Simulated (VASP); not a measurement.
An input for Quantum ESPRESSO's pw.x (written as the equivalent of a VASP run, and not itself run):

```
&CONTROL
  calculation = 'vc-relax'
  pseudo_dir = './pseudo'
  outdir = './out'
  tprnfor = .true.
  tstress = .true.
  nstep = 60
  forc_conv_thr = 0.00078
/
&SYSTEM
  ibrav = 0
  nat = 4
  ntyp = 1
  ecutwfc = 44
  occupations = 'smearing'
  smearing = 'methfessel-paxton'
  degauss = 0.00735
  input_dft = 'vdw-df-obk8'
/
&ELECTRONS
  conv_thr = 7.3e-08
  electron_maxstep = 100
/
&IONS
/
&CELL
/
ATOMIC_SPECIES
  P 30.974 P.upf
CELL_PARAMETERS angstrom
     1.6997981   -5.1459351    0.0000000
     1.6997981    5.1459351   -0.0000000
     0.0000000    0.0000000    3.9827948
ATOMIC_POSITIONS crystal
  P    0.1059647  0.8940353  0.9347583
  P    0.3940353  0.6059647  0.4347583
  P    0.6059647  0.3940353  0.5652417
  P    0.8940353  0.1059647  0.0652417
K_POINTS automatic
  9 9 7 0 0 0
```

Task: Write the VASP files for the same calculation (optB88-vdW).

Result: Several could match; the one computed here: 
INCAR:
```
SYSTEM  =  P
PREC  =  Accurate; ENCUT  =  520; LREAL  =  .FALSE.
LASPH  =  .TRUE.
EDIFF  =  1E-6; NELM  =  100; ALGO  =  Normal
ISMEAR  =  1; SIGMA  =  0.1
GGA  =  BO; LUSE_VDW  =  .TRUE.; AGGAC  =  0.0
PARAM1  =  0.1833333333; PARAM2  =  0.22
IBRION  =  2; NSW  =  60; ISIF  =  3
EDIFFG  =  -0.02
LWAVE  =  .FALSE.; LCHARG  =  .FALSE.
```

File KPOINTS:
```
Automatic mesh
0
Gamma
  9 9 7
0 0 0
```

File POSCAR:
```
P
1
    1.6997980766    -5.1459351481     0.0000000000
    1.6997980766     5.1459351481    -0.0000000000
    0.0000000000     0.0000000000     3.9827948233
P
4
Direct
  0.1059646684   0.8940353316   0.9347583012
  0.3940353316   0.6059646684   0.4347583012
  0.6059646684   0.3940353316   0.5652416988
  0.8940353316   0.1059646684   0.0652416988
```

POTCAR, in this order: P (PBE.64 set). Program: vasp_std.

Limits of the translation: the potentials are each code's own (VASP's PAW set, PseudoDojo norm-conserving files in pw.x), so ENCUT and ecutwfc are chosen apart and not converted; conv_thr bounds pw.x's estimated SCF error, while EDIFF bounds the energy change between steps; forc_conv_thr acts on force components and is met together with etot_conv_thr.

The compound is P in the black structure. This run relaxes it. Symmetry was kept, so distortions that lower it aren't found. The start is the result of an earlier pass.
